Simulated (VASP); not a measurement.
An input for Quantum ESPRESSO's pw.x (written as the equivalent of a VASP run, and not itself run):

```
&CONTROL
  calculation = 'scf'
  pseudo_dir = './pseudo'
  outdir = './out'
  tprnfor = .true.
  tstress = .true.
/
&SYSTEM
  ibrav = 0
  nat = 4
  ntyp = 2
  ecutwfc = 92
  occupations = 'tetrahedra'
  input_dft = 'pbesol'
/
&ELECTRONS
  conv_thr = 7.3e-09
  electron_maxstep = 100
/
ATOMIC_SPECIES
  Pd 106.420 Pd.upf
  Cu 63.546 Cu.upf
CELL_PARAMETERS angstrom
     0.0527506    3.7263526    3.5320168
     3.7263526    0.0527506    3.5320168
     1.8895516    1.8895516    0.0000000
ATOMIC_POSITIONS crystal
  Pd   0.0000000  0.0000000  0.0000000
  Cu   0.0000000  0.5000000  0.0000000
  Cu   0.5000000  0.0000000  0.0000000
  Cu   0.5000000  0.5000000  1.0000000
K_POINTS automatic
  8 8 16 0 0 0
```

### Question
Translate this input to VASP (INCAR, KPOINTS, POSCAR, choice of POTCAR).

### Answer
This is not unique; one that fits is 
**POSCAR**
```
Cu3Pd
1
    0.0527505751     3.7263525954     3.5320167608
    3.7263525954     0.0527505751     3.5320167608
    1.8895515853     1.8895515853     0.0000000000
Pd Cu
1 3
Direct
  0.0000000000   0.0000000000   0.0000000000
  0.0000000000   0.5000000000   0.0000000000
  0.5000000000   0.0000000000   0.0000000000
  0.5000000000   0.5000000000   1.0000000000
```

**INCAR**
```
ALGO = Normal
EDIFF = 1E-7
ENCUT = 400
GGA = PS
ISIF = 2
ISMEAR = -5
LASPH = T
LCHARG = T
LEFG = T
LMAXMIX = 4
LORBIT = 11
LREAL = F
LWAVE = F
NEDOS = 601
NELM = 100
PREC = Accurate
SYSTEM = Cu3Pd
```

### KPOINTS
```
Regular mesh
0
G
 8 8 16
0 0 0
```

POTCAR, in this order: Pd Cu (PBE.64 set). Program: vasp_std.

The two are equivalent in intent, not identical: the potentials are each code's own (VASP's PAW set, PseudoDojo norm-conserving files in pw.x), so ENCUT and ecutwfc are chosen apart and not converted; conv_thr bounds pw.x's estimated SCF error, while EDIFF bounds the energy change between steps; the field gradients of LEFG aren't asked of the other code.

The structure was generated: Cu3Pd was put into an ordered model structure (Cmmm), which need not be its known phase. It was relaxed first.
